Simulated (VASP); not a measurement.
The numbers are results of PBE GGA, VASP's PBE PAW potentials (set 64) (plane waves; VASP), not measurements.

A VASP calculation is set up with these files.

### POSCAR
```
As
1
    3.7539710000    -1.9176000000     0.0000000000
    3.7539710000     1.9176000000     0.0000000000
    2.7744240000     0.0000000000     3.1736500000
As
2
Direct
  0.2270000000   0.2270000000   0.2270000000
  0.7730000000   0.7730000000   0.7730000000
```

**INCAR**
```
LWAVE = .FALSE.
EDIFF = 1E-3   ! SCF stop (eV)
LMAXMIX = 4
LREAL = .FALSE.
ENCUT = 400
SYSTEM = As
ISIF = 2
PREC = Accurate
SIGMA = 0.1   ! width (eV)
LASPH = .TRUE.
ALGO = Normal   ! blocked Davidson
NELM = 100   ! most electronic steps
ISMEAR = 1   ! Methfessel-Paxton
GGA = PE
LCHARG = .FALSE.
```

### KPOINTS
```
Automatic mesh
0
Gamma
10 10 10
0 0 0
```

POTCAR, in this order: As (PBE.64 set). Program: vasp_std.

Task: What will the output report for the number of irreducible k-points (NKPTS), number of bands (NBANDS), largest plane-wave count, number of space-group operations, FFT grid (NGX, NGY, NGZ)?

Result: 
| Quantity | Value |
|---|---|
| number of irreducible k-points (NKPTS) | 116 |
| number of bands (NBANDS) | 9 |
| largest plane-wave count | 846 |
| number of space-group operations | 12 |
| FFT grid (NGX, NGY, NGZ) | 28 × 28 × 28 |

The compound is As in the a7 structure. The cell was not relaxed at this level. The run is one of a series of settings (EDIFF = 1E-3 against the base run), some of them coarse on purpose.
